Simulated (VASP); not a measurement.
AlRu (space group Pm-3m): computed properties

The numbers are results of SCAN meta-GGA, VASP's PBE PAW potentials (set 64) (plane waves; VASP), not measurements.

- space group = Pm-3m (221)
- cell = a = 2.967 Å, b = 2.967 Å, c = 2.967 Å, α = 90.00°, β = 90.00°, γ = 90.00°
- volume per atom = 13.06 Å³/atom
- band gap (over mesh and band path) = none (metal, semimetal or under 0.01 eV)
- band gap with spin-orbit coupling = none (metallic)
- density = 8.14 g/cm³

```cif
data_AlRu
_chemical_formula_sum 'Ru1 Al1'
_space_group_name_H-M_alt 'P 1'
_space_group_IT_number 1
_cell_length_a 2.96738
_cell_length_b 2.96738
_cell_length_c 2.96738
_cell_angle_alpha 90.000
_cell_angle_beta 90.000
_cell_angle_gamma 90.000
loop_
_space_group_symop_operation_xyz
  'x, y, z'
loop_
_atom_site_label
_atom_site_type_symbol
_atom_site_fract_x
_atom_site_fract_y
_atom_site_fract_z
_atom_site_occupancy
Ru1 Ru 0.50000 0.50000 0.50000 1
Al1 Al 0.00000 0.00000 0.00000 1
```

The structure comes from a measured AlRu entry (Pm-3m) of the Crystallography Open Database, whose conditions weren't checked. It was relaxed first. Symmetry was kept, so distortions that lower it aren't found. The electron count is odd and the run is not spin-polarised, which forces a metal.
